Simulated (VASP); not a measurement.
Input for VASP

### INCAR
```
SYSTEM = CdF2
PREC = Accurate
ENCUT = 520
EDIFF = 1E-6
NELM = 100
ALGO = Normal
LREAL = .FALSE.
LASPH = .TRUE.
ISMEAR = 0
SIGMA = 0.1
GGA = PE
LMAXMIX = 4
LWAVE = .FALSE.
LCHARG = .FALSE.
ISIF = 2
```

**POSCAR**
```
CdF2
5.3572940
  0.0000000000   0.4965796165   0.4993509783
  0.5000000000   0.0000000000   0.4993509783
  0.5000000000   0.4965796165   0.0000000000
Cd F
1 2
Cartesian
  0.0000000000   0.0000000000   0.0000000000
  0.2500000000   0.2482898083   0.2496754892
  0.7543350000   0.7448694248   0.7490264675
```

**KPOINTS**
```
Regular mesh
0
gamma
 7 7 7
```

POTCAR, in this order: Cd F (PBE.64 set). Program: vasp_std.

Q: Translate this PBE calculation to Quantum ESPRESSO's pw.x.

A: One equivalent input (not run):
```
&CONTROL
  calculation = 'scf'
  pseudo_dir = './pseudo'
  outdir = './out'
  tprnfor = .true.
  tstress = .true.
/
&SYSTEM
  ibrav = 0
  nat = 3
  ntyp = 2
  ecutwfc = 102
  occupations = 'smearing'
  smearing = 'gaussian'
  degauss = 0.00735
  input_dft = 'pbe'
/
&ELECTRONS
  conv_thr = 7.3e-08
  electron_maxstep = 100
/
ATOMIC_SPECIES
  Cd 112.414 Cd.upf
  F 18.998 F.upf
CELL_PARAMETERS angstrom
     0.0000000    2.6603230    2.6751700
     2.6786470    0.0000000    2.6751700
     2.6786470    2.6603230    0.0000000
ATOMIC_POSITIONS crystal
  Cd   0.0000000  0.0000000  0.0000000
  F    0.2500000  0.2500000  0.2500000
  F    0.7456650  0.7543350  0.7543350
K_POINTS automatic
  7 7 7 0 0 0
```
What does not carry over: the potentials are each code's own (VASP's PAW set, PseudoDojo norm-conserving files in pw.x), so ENCUT and ecutwfc are chosen apart and not converted; conv_thr bounds pw.x's estimated SCF error, while EDIFF bounds the energy change between steps.

The compound is CdF2 in the fluorite structure. The cell was not relaxed at this level, atoms are displaced from their ideal sites. The run is one of a series of settings (SIGMA = 0.1 against the base run), some of them coarse on purpose.
